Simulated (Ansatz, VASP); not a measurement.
# SnH (Sn wire along [110], 8 atoms a period, H-terminated) in two plane-wave programs

Aim: how closely do two programs agree when they are given the same cell, functional and k mesh? The cell is taken from a series of runs on this material, whose earlier steps may have relaxed, scaled, displaced or heated it; both programs get it as it stands.

Calculated with Ansatz 0.2.0; plane waves, with VASP 6.6.1 beside it; single point at PBE.

## Step 1: The structure

The cell holds 16 atoms: 8 H and 8 Sn. Its edges and angles: a = 17.133 Å, b = 14.360 Å, c = 4.703 Å, α = 90.0°, β = 90.0°, γ = 90.0°. Vacuum lies along a and b. The structure's axis is c.

## Step 2: Ansatz: single point, PBE

Ansatz runs on its default PAW (the set named soft_2) files.

A single point gives forces, pressure and levels at one fixed geometry, so differences don't come from the geometry; what else differs is listed under the comparison.

Contents of input.yaml:

```yaml
crystal:
  lattice:
    - [17.133, 0.0, 0.0]
    - [0.0, 14.36, 0.0]
    - [0.0, 0.0, 4.70283791]
  atoms:
    - { symbol: H, position: [0.200923156, 0.596639096, 0.0] }
    - { symbol: Sn, position: [0.261570074, 0.5, 0.0] }
    - { symbol: Sn, position: [0.546705543, 0.659238952, 0.0] }
    - { symbol: H, position: [0.605547257, 0.758073466, 0.0] }
    - { symbol: Sn, position: [0.645178087, 0.5, 0.0] }
    - { symbol: Sn, position: [0.354821913, 0.5, 0.5] }
    - { symbol: H, position: [0.394452743, 0.241926534, 0.5] }
    - { symbol: H, position: [0.394452743, 0.758073466, 0.5] }
    - { symbol: Sn, position: [0.453294457, 0.340761048, 0.5] }
    - { symbol: Sn, position: [0.453294457, 0.659238952, 0.5] }
    - { symbol: Sn, position: [0.738429926, 0.5, 0.5] }
    - { symbol: H, position: [0.799076844, 0.403360904, 0.5] }
    - { symbol: H, position: [0.799076844, 0.596639096, 0.5] }
    - { symbol: H, position: [0.200923156, 0.403360904, 0.0] }
    - { symbol: Sn, position: [0.546705543, 0.340761048, 0.0] }
    - { symbol: H, position: [0.605547257, 0.241926534, 0.0] }
kpoints:
  mp_grid: { grid: [1, 1, 18] }
  band_path: { path: ["Γ", Z], npoints: 90 }
scf:
  occupations: { method: fermi_dirac, width: 0.05 }
hamiltonian:
  xc: pbe
output:
  dos: { e_range: [-5, 4] }
  write_potential: true
  write_density: true
  volumetric_format: npy
```

On the command line:

```
$ ansatz run input.yaml --threads 4 --pin off --max-ram 16384MiB --backend cpu --events-out ev --progress --plain --runs-dir out
```

Numbers of over 12 decimals in the logs are rounded to 6 here.

The program printed:

```text
Engine: ansatz 0.2.0, aarch64-unknown-linux-gnu
Pseudopotentials: kind: paw
Pseudopotential: H, paw, valence charge 1, recommended cutoff 420 eV (normal), H.paw.azcp
Pseudopotential: Sn, paw, valence charge 14, recommended cutoff 420 eV (normal), Sn.paw.azcp
Functional definition: PBE
  parameter kappa = 0.804
  parameter beta = 0.066725
  exchange = pbe_x(kappa = kappa, mu = beta*pi^2/3)
  correlation = pbe_c(beta = beta)
Crystal: 16 atoms, lattice volume = 1157.039 Å³
Basis set: ecut = 420 eV, 22589 PW (Γ)
Bands: 76, of which v1, the nominal top of the filled ones, is band 60 counted from 1 (59 counted from 0)
Symmetry: 8 space group operations
Space group: Pmma (ITA 51), of the structure as read, at distance tolerance 1.0e-4 Å
k-points: 10 of 18
Non-local potential: H, projectors of the file, l = 0: 2, l = 1: 1
Non-local potential: Sn, projectors of the file, l = 0: 2, l = 1: 2, l = 2: 2, l = 3: 2
PAW form: soft (Blöchl's): semilocal exchange-correlation on the pseudo side does not see the compensation charge
PAW one-centre angular grid: H, 110 points (default); XC on 64 Gauss nodes
PAW one-centre angular grid: Sn, 590 points (default); XC on 64 Gauss nodes
Initial density: superposition of atomic densities (neutral atoms: chi_scale 0, normalization atom), corrected by the library's trained network
Initial wavefunctions: pseudopotential atomic-orbital guess
Functional: x = pbe(κ = 0.804, μ = 0.219515), c = pbe(β = 0.066725)
SCF iter   1: F=—  HF=-48317.244023 eV  |F-HF|=—  |Δ(HF+E_count)|=         —  Δρ=1.09e-3  dr2=2.69e-2  ethr=1.77e-3  ⟨swp⟩=9.2  Hψ=3572  notcnv=0  defer=22
preconditioner: auto → Resta (q_TF=auto, 1.870 Å⁻¹)  ε∞=1.8  [insulator: Δε(μ)=1.323 eV  Ē_g=7.748 eV  σ=0.050 eV  W_gap=1.00  n_scr=128 (ndim 8)  ℏωp=6.9 eV  f_vac=0.659  D(μ)=0.00/eV (n_scr^D=0)  ε∞_Penn≈1.8  vacuum switching on, ρ_ref=4.4e-3 e/Å³]
SCF iter   2: F=—  HF=-48317.246464 eV  |F-HF|=—  |Δ(HF+E_count)|=   2.44e-3  Δρ=4.29e-4  dr2=3.22e-3  ethr=2.24e-5  ⟨swp⟩=3.5  Hψ=1739  notcnv=0  defer=84
SCF iter   3: F=—  HF=-48317.248193 eV  |F-HF|=—  |Δ(HF+E_count)|=   1.73e-3  Δρ=1.80e-4  dr2=6.70e-4  ethr=2.68e-6  ⟨swp⟩=2.0  Hψ=887  notcnv=0  defer=84
SCF iter   4: F=—  HF=-48317.248827 eV  |F-HF|=—  |Δ(HF+E_count)|=   6.35e-4  Δρ=6.06e-5  dr2=8.29e-5  ethr=5.59e-7  ⟨swp⟩=2.0  Hψ=887  notcnv=0  defer=84
SCF iter   5: F=—  HF=-48317.248975 eV  |F-HF|=—  |Δ(HF+E_count)|=   1.48e-4  Δρ=1.85e-5  dr2=1.09e-5  ethr=6.90e-8  ⟨swp⟩=2.0  Hψ=887  notcnv=0  defer=84
SCF iter   6: F=—  HF=-48317.248981 eV  |F-HF|=—  |Δ(HF+E_count)|=   5.59e-6  Δρ=7.97e-6  dr2=2.45e-6  ethr=9.06e-9  ⟨swp⟩=3.0  Hψ=1372  notcnv=0  defer=84
SCF iter   7: F=—  HF=-48317.248983 eV  |F-HF|=—  |Δ(HF+E_count)|=   1.76e-6  Δρ=2.95e-6  dr2=2.06e-7  ethr=2.04e-9  ⟨swp⟩=3.0  Hψ=1423  notcnv=0  defer=84
SCF iter   8: F=-48317.248983 eV  HF=-48317.248983 eV  |F-HF|=4.92e-8  |Δ(HF+E_count)|=   4.04e-7  Δρ=1.02e-6  dr2=1.77e-8  ethr=8.33e-11  ⟨swp⟩=14.1  Hψ=3016  notcnv=0
SCF 1 converged in 8 iterations: F = -48317.248983 eV  dr2 = 1.77e-8
  greatest PAW one-centre occupation: 0.990 electrons in one spin orbital (limit 2), on the Sn atom at site 10 (counted from 0), in its partial waves of l = 2
NSCF: frozen V_eff on 91 k-points
WARN: The output density's exchange-correlation potential varies sharply where the density is thin. Do not read a vacuum level from v_tot or v_xc, or from such a field of the output density. On a cell that repeats whose density bears no net charge and no dipole along the vacuum's axis use v_es (v_loc + v_h of the components); under efield.dipole_correction with no amplitude use v_es + v_field, which holds any externa [...]
SCF converged after 8 iterations
Free energy (F): -48317.248983 eV
Harris-Foulkes:  -48317.248983 eV  (|F-HF|=4.92e-8)
Internal energy: -48317.248983 eV  (E = F + TS)
E sigma→0 (E₀):  -48317.248983 eV
Entropy (-TS):   -0.000000 eV (-0.000 meV/atom)
Fermi energy:    -1.307244 eV
--- Per-component energies (eV) ---
  E_band       = -2064.047564
  E_kinetic    = 1596.958746
  E_local      = -40294.384395  (includes V_loc(G=0)·N_el)
  E_nonlocal   = -242.205845
  E_hartree    = 20301.808577
  E_xc         = -3118.713004
  E_vxc        = -844.937884  (∫ρ·V_xc dr)
  E_paw        = -33116.550341  (= ΣΔE_a)
  E_vpaw       = -2883.091457  (= ΣTr[D̂ρ^β])
  E_aug_tail   = -0.009035  (compensation charges beyond the density's cutoff)
  E_ewald      = 6555.846314
  E_smearing   = -0.000000  (= −TS)
  E_closure    = 0.000000  (closes the sum)
  Σ components = -48317.248983   (vs F -48317.248983, Δ=0.00e0)
--- Band table (eV; the first three rows and the last of 10) ---
  k-point 0: bands = [... 56 lower, -2.9078, -2.6298, -2.5208, -1.9695, -0.6371, -0.5350, -0.4804, -0.2517, ... 12 higher]
  k-point 1: bands = [... 56 lower, -3.0232, -2.6714, -2.6563, -2.1888, -0.4024, -0.3466, -0.3175, -0.0903, ... 12 higher]
  k-point 2: bands = [... 56 lower, -3.1017, -2.9751, -2.7083, -2.5941, 0.0228, 0.0554, 0.0725, 0.3357, ... 12 higher]
  k-point 9: bands = [... 56 lower, -3.3780, -3.3780, -3.3529, -3.3529, 0.3208, 0.3208, 0.7395, 0.7395, ... 12 higher]
```

## Step 3: VASP: single point, PBE

The same cell, functional, mesh and smearing now go to VASP, with its own data sets.

Lines of VASP's logs that name or quote its potential files are left out, and so is its time.

Contents of INCAR:

```
SYSTEM = SnH
PREC = Accurate
ENCUT = 400
EDIFF = 1E-06
NELM = 120
ISMEAR = -1
SIGMA = 0.05
LREAL = .FALSE.
ALGO = Normal
GGA = PE
NBANDS = 76
LORBIT = 11
LWAVE = .FALSE.
LCHARG = .FALSE.
ISIF = 2
LASPH = .TRUE.
GGA_COMPAT = .FALSE.
EFERMI = MIDGAP
KPAR = 4
```

Contents of POSCAR:

```
SnH
1.0
   17.1330000000      0.0000000000      0.0000000000
    0.0000000000     14.3600000000      0.0000000000
    0.0000000000      0.0000000000      4.7028379100
H Sn
8 8
Direct
    0.2009231560      0.5966390960      0.0000000000
    0.6055472570      0.7580734660      0.0000000000
    0.3944527430      0.2419265340      0.5000000000
    0.3944527430      0.7580734660      0.5000000000
    0.7990768440      0.4033609040      0.5000000000
    0.7990768440      0.5966390960      0.5000000000
    0.2009231560      0.4033609040      0.0000000000
    0.6055472570      0.2419265340      0.0000000000
    0.2615700740      0.5000000000      0.0000000000
    0.5467055430      0.6592389520      0.0000000000
    0.6451780870      0.5000000000      0.0000000000
    0.3548219130      0.5000000000      0.5000000000
    0.4532944570      0.3407610480      0.5000000000
    0.4532944570      0.6592389520      0.5000000000
    0.7384299260      0.5000000000      0.5000000000
    0.5467055430      0.3407610480      0.0000000000
```

Contents of KPOINTS:

```
Automatic mesh
0
Gamma
1 1 18
0 0 0
```

Potentials, in the order of the species: H and Sn_d (PBE family, release 64).

On the command line:

```
$ mpirun -np 4 vasp_std
```

The program printed:

```text
[banner, memory and clock lines left out]
running    4 mpi-ranks, on    1 nodes
 distrk:  each k-point on    1 cores,    4 groups
 distr:  one band on    1 cores,    1 groups

 POSCAR found type information on POSCAR H Sn
 POSCAR found :  2 types and      16 ions
 LDA part: xc-table for (Slater+PW92), standard interpolation
 POSCAR, INCAR and KPOINTS ok, starting setup
 FFT: planning ... GRIDC
 FFT: planning ... GRID_SOFT
 FFT: planning ... GRID
 WAVECAR not read
 entering main loop
       N       E                     dE             d eps       ncg     rms          rms(c)
DAV:   1     0.871036932131E+03    0.87104E+03   -0.49856E+04  1952   0.115E+03
DAV:   2     0.300222756598E+02   -0.84101E+03   -0.82632E+03  1720   0.310E+02
DAV:   3    -0.533618734217E+02   -0.83384E+02   -0.83033E+02  1784   0.131E+02
DAV:   4    -0.567478443200E+02   -0.33860E+01   -0.33810E+01  1784   0.303E+01
DAV:   5    -0.568621793605E+02   -0.11434E+00   -0.11433E+00  1976   0.522E+00    0.107E+01
DAV:   6    -0.549280544190E+02    0.19341E+01   -0.10806E+00  1944   0.597E+00    0.596E+00
DAV:   7    -0.544342221501E+02    0.49383E+00   -0.34582E+00  1792   0.688E+00    0.140E+00
DAV:   8    -0.544089190988E+02    0.25303E-01   -0.56733E-01  1836   0.556E+00    0.665E-01
DAV:   9    -0.544047359173E+02    0.41832E-02   -0.80490E-02  1936   0.178E+00    0.318E-01
DAV:  10    -0.544019311872E+02    0.28047E-02   -0.18643E-02  2168   0.610E-01    0.196E-01
DAV:  11    -0.544013486987E+02    0.58249E-03   -0.85385E-03  1748   0.486E-01    0.592E-02
DAV:  12    -0.544018969027E+02   -0.54820E-03   -0.15931E-03  1768   0.175E-01    0.579E-02
DAV:  13    -0.544026320794E+02   -0.73518E-03   -0.51987E-04  1716   0.192E-01    0.269E-02
DAV:  14    -0.544030574277E+02   -0.42535E-03   -0.29134E-04  1616   0.102E-01    0.166E-02
DAV:  15    -0.544036170541E+02   -0.55963E-03   -0.14398E-04  1764   0.425E-02    0.907E-03
DAV:  16    -0.544038203572E+02   -0.20330E-03   -0.33749E-05  1784   0.363E-02    0.457E-03
DAV:  17    -0.544039958122E+02   -0.17545E-03   -0.11355E-05  1320   0.290E-02    0.211E-03
DAV:  18    -0.544040899973E+02   -0.94185E-04   -0.50192E-06  1296   0.639E-03    0.217E-03
DAV:  19    -0.544041689608E+02   -0.78964E-04   -0.49953E-06  1260   0.159E-02    0.134E-03
DAV:  20    -0.544041791973E+02   -0.10236E-04   -0.63962E-07  1236   0.387E-03    0.141E-03
DAV:  21    -0.544041904138E+02   -0.11216E-04   -0.54065E-07  1052   0.360E-03    0.417E-04
DAV:  22    -0.544041915139E+02   -0.11002E-05   -0.18928E-07  1140   0.487E-03    0.424E-04
DAV:  23    -0.544041918785E+02   -0.36453E-06   -0.60312E-08  1024   0.168E-03
   1 F= -.54404192E+02 E0= -.54404192E+02  d E =-.298152E-06
```

Parts of OUTCAR (step 3):

```text
ion  position               nearest neighbor table
   1  0.201  0.597  0.000-   9 1.73
   2  0.606  0.758  0.000-  10 1.74
   3  0.394  0.242  0.500-  13 1.74
   4  0.394  0.758  0.500-  14 1.74
   5  0.799  0.403  0.500-  15 1.73
   6  0.799  0.597  0.500-  15 1.73
   7  0.201  0.403  0.000-   9 1.73
   8  0.606  0.242  0.000-  16 1.74
   9  0.262  0.500  0.000-   1 1.73   7 1.73  12 2.84  12 2.84
  10  0.547  0.659  0.000-   2 1.74  11 2.84  14 2.84  14 2.84
  11  0.645  0.500  0.000-  10 2.84  16 2.84  15 2.84  15 2.84
  12  0.355  0.500  0.500-  13 2.84  14 2.84   9 2.84   9 2.84
  13  0.453  0.341  0.500-   3 1.74  12 2.84  16 2.84  16 2.84
  14  0.453  0.659  0.500-   4 1.74  12 2.84  10 2.84  10 2.84
  15  0.738  0.500  0.500-   5 1.73   6 1.73  11 2.84  11 2.84
  16  0.547  0.341  0.000-   8 1.74  11 2.84  13 2.84  13 2.84

  LATTYP: Found a simple orthorhombic cell.
 ALAT       =     4.7028379100
 B/A-ratio  =     3.0534754280
 C/A-ratio  =     3.6431193947

 Subroutine GETGRP returns: Found  8 space group operations
 (whereof  4 operations were pure point group operations)

The static configuration has the point symmetry C_2v.
 The point group associated with its full space group is D_2h.

 Found     10 irreducible k-points:

   k-points           NKPTS =     10   k-points in BZ     NKDIM =     10   number of bands    NBANDS=     76

   dimension x,y,z NGX =   112 NGY =   96 NGZ =   32
   dimension x,y,z NGXF=   224 NGYF=  192 NGZF=   64

   ENCUT  =  400.0 eV  29.40 Ry    5.42 a.u.  27.94 23.42  7.67*2*pi/ulx,y,z

   NELECT =     120.0000    total number of electrons

 k-points in reciprocal lattice and weights: Automatic mesh
   0.00000000  0.00000000  0.00000000       0.056
   0.00000000  0.00000000  0.05555556       0.111
   0.00000000  0.00000000  0.11111111       0.111
   0.00000000  0.00000000  0.16666667       0.111
   0.00000000  0.00000000  0.22222222       0.111
   0.00000000  0.00000000  0.27777778       0.111
   0.00000000  0.00000000  0.33333333       0.111
   0.00000000  0.00000000  0.38888889       0.111
   0.00000000  0.00000000  0.44444444       0.111
   0.00000000  0.00000000  0.50000000       0.056

 average (electrostatic) potential at core
       1 -38.6123       2 -38.6351       3 -38.6351       4 -38.6351       5 -38.6123
       6 -38.6123       7 -38.6123       8 -38.6351       9-108.8913      10-108.9371
      11-108.9534      12-108.9534      13-108.9371      14-108.9371      15-108.8913
      16-108.9371

 E-fermi :  -1.8416

 k-point     1 :       0.0000    0.0000    0.0000
  band No.  band energies     occupation
    ...
     56      -3.6133      2.00000
     57      -3.4396      2.00000
     58      -3.1634      2.00000
     59      -3.0543      2.00000
     60      -2.5031      2.00000
     61      -1.1722      0.00000
     62      -1.0694      0.00000
     63      -1.0150      0.00000
     64      -0.7860      0.00000
     65       0.4663      0.00000
    ...

 k-point     2 :       0.0000    0.0000    0.0556
  band No.  band energies     occupation
    ...
     56      -3.6184      2.00000
     57      -3.5556      2.00000
     58      -3.2048      2.00000
     59      -3.1893      2.00000
     60      -2.7225      2.00000
     61      -0.9374      0.00000
     62      -0.8810      0.00000
     63      -0.8521      0.00000
     64      -0.6247      0.00000
     65       0.4772      0.00000
    ...

 k-point     3 :       0.0000    0.0000    0.1111
  band No.  band energies     occupation
    ...
     56      -3.7827      2.00000
     57      -3.6343      2.00000
     58      -3.5083      2.00000
     59      -3.2408      2.00000
     60      -3.1276      2.00000
     61      -0.5120      0.00000
     62      -0.4793      0.00000
     63      -0.4619      0.00000
     64      -0.1987      0.00000
     65       0.5129      0.00000
    ...

  Total       -0.6329275     -0.6592249     -0.5960815      0.0000000      0.0000000      0.0000000
  in kB       -0.8764289     -0.9128435     -0.8254074      0.0000000      0.0000000      0.0000000
  external PRESSURE =      -0.8715599 kB  Pullay stress =       0.0000000 kB

  energy-cutoff  :      400.00
  volume of cell :     1157.04
      direct lattice vectors                 reciprocal lattice vectors
    17.133000000  0.000000000  0.000000000     0.058366894  0.000000000  0.000000000
     0.000000000 14.360000000  0.000000000     0.000000000  0.069637883  0.000000000
     0.000000000  0.000000000  4.702837910     0.000000000  0.000000000  0.212637565

 POSITION                                       TOTAL-FORCE (eV/Angst)
 -----------------------------------------------------------------------------------
      3.44242      8.56774      0.00000         0.008093     -0.004329      0.000000
     10.37484     10.88593      0.00000        -0.010821     -0.007301      0.000000
      6.75816      3.47407      2.35142         0.010821      0.007301      0.000000
      6.75816     10.88593      2.35142         0.010821     -0.007301      0.000000
     13.69058      5.79226      2.35142        -0.008093      0.004329      0.000000
     13.69058      8.56774      2.35142        -0.008093     -0.004329      0.000000
      3.44242      5.79226      0.00000         0.008093      0.004329      0.000000
     10.37484      3.47407      0.00000        -0.010821      0.007301      0.000000
      4.48148      7.18000      0.00000        -0.017190      0.000000      0.000000
      9.36671      9.46667      0.00000         0.026441     -0.003293     -0.000000
     11.05384      7.18000      0.00000        -0.017446      0.000000      0.000000
      6.07916      7.18000      2.35142         0.017446      0.000000      0.000000
      7.76629      4.89333      2.35142        -0.026441      0.003293      0.000000
      7.76629      9.46667      2.35142        -0.026441     -0.003293      0.000000
     12.65152      7.18000      2.35142         0.017190      0.000000      0.000000
      9.36671      4.89333      0.00000         0.026441      0.003293      0.000000
 -----------------------------------------------------------------------------------
    total drift:                                0.000000      0.000000     -0.000000

  FREE ENERGIE OF THE ION-ELECTRON SYSTEM (eV)
  ---------------------------------------------------
  free  energy   TOTEN  =       -54.4041918785 eV

  energy  without entropy=      -54.4041915803  energy(sigma->0) =      -54.40419173

 total charge
# of ion       s       p       d       tot
------------------------------------------
    1        0.516   0.008   0.000   0.525
    2        0.513   0.008   0.000   0.521
    3        0.513   0.008   0.000   0.521
    4        0.513   0.008   0.000   0.521
    5        0.516   0.008   0.000   0.525
    6        0.516   0.008   0.000   0.525
    7        0.516   0.008   0.000   0.525
    8        0.513   0.008   0.000   0.521
    9        1.106   1.323   9.998  12.427
   10        1.124   1.266   9.979  12.368
   11        1.139   1.221   9.960  12.320
   12        1.139   1.221   9.960  12.320
   13        1.124   1.266   9.979  12.368
   14        1.124   1.266   9.979  12.368
   15        1.106   1.323   9.998  12.427
   16        1.124   1.266   9.979  12.368
--------------------------------------------------
tot         13.101  10.219  79.831 103.151

[... 3 further parts left out ...]
```

## Step 4: Differences

Known differences besides the potentials themselves: the cutoff is 420 eV in Ansatz and 400 eV in VASP. Total energies have different zeros and are not compared.

Both answers:

| quantity | Ansatz | VASP | difference |
| --- | --- | --- | --- |
| gap on the k mesh (eV) | 1.332 | 1.331 | +0.001 |

A gap on the mesh is an upper bound, since the band edges may lie between its points.

## Step 5: What came out

```yaml
difference_in_gap_on_the_k_mesh_single_point_pbe: 0.0015 eV
```

In words: The difference in gap on the k mesh is 0.0015 eV (single point, PBE), within the 0.08 eV picked in this series as the mark of a large difference. How closely two codes agree says nothing of how well the functional describes the real material.

[Lines on the potential files, build, host, timing and source positions are cut from VASP's logs without a mark.]

[Logs are printed without paths, hosts, clocks, repeated set-up lines and the standing remarks that a program may print on its own settings, such as how far it seeks lower states.]

[Hosts, paths, dates, database ids (printed as entryN), source tags and the programs' standing remarks are cut or masked in the printed files.]
